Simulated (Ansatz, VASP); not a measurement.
**Two plane-wave programs on NaBeI3**

File INCAR:

```
  PREC = Accurate
  ENCUT = 520
  EDIFF = 1E-7
  ISMEAR = 0
  SIGMA = 0.05
  LREAL = False
  LASPH = True
  NELM = 100
  ALGO = Normal
  ISIF = 2
  LWAVE = False
  LCHARG = False
  GGA = PE
  NBANDS = 23
```

The input KPOINTS:

```
Automatic mesh
0
Gamma
  4 4 4
```

POSCAR

```
NaBeI3
1.0
    5.3000000000      0.0000000000      0.0000000000
    0.0000000000      5.3000000000      0.0000000000
    0.0000000000      0.0000000000      5.3000000000
Na Be I
1 1 3
Direct
    0.0000000000      0.0000000000      0.0000000000
    0.5000000000      0.5000000000      0.5000000000
    0.5000000000      0.5000000000      0.0000000000
    0.5000000000      0.0000000000      0.5000000000
    0.0000000000      0.5000000000      0.5000000000
```

Input for Ansatz:

```yaml
crystal:
  lattice:
    - [5.3, 0.0, 0.0]
    - [0.0, 5.3, 0.0]
    - [0.0, 0.0, 5.3]
  atoms:
    - { symbol: Na, position: [0.0, 0.0, 0.0] }
    - { symbol: Be, position: [0.5, 0.5, 0.5] }
    - { symbol: I, position: [0.5, 0.5, 0.0] }
    - { symbol: I, position: [0.5, 0.0, 0.5] }
    - { symbol: I, position: [0.0, 0.5, 0.5] }
basis:
  ecutwfc: 420
kpoints:
  mp_grid: { grid: [4, 4, 4] }
hamiltonian:
  xc: pbe
scf:
  occupations: { method: gaussian, width: 0.05 }
output:
  forces: true
  stress: true
  eigenvalues: true
```

The cell comes from a database or a generator and needn't be the stable form of this composition.

Alike in both runs: task single point; functional PBE; k mesh 4 × 4 × 4; occupations gaussian, width 0.05 eV; no spin polarisation.

|  | VASP | Ansatz |
| --- | --- | --- |
| version | VASP 6.6.1 | Ansatz 0.2.0 |
| potentials or method | VASP PAW PBE potentials, release 64 (Na_pv, Be, I) | scalar-relativistic, plane waves, PAW |
| plane-wave cutoff (eV) | 520 | 420 |
| valence electrons in the cell | 30 | 62 |

|  | VASP | Ansatz | Ansatz less VASP |
| --- | --- | --- | --- |
| gap on the k mesh at the Fermi level (eV) | none | none | - |
| pressure (GPa) | 2.7 | 2.7 | -0.01 |

A gap of «none» marks a metal or a gap that the smearing closes. The two sets of potentials don't hold the same shells in valence.

Spin-orbit coupling is left out, which matters for the levels of I.
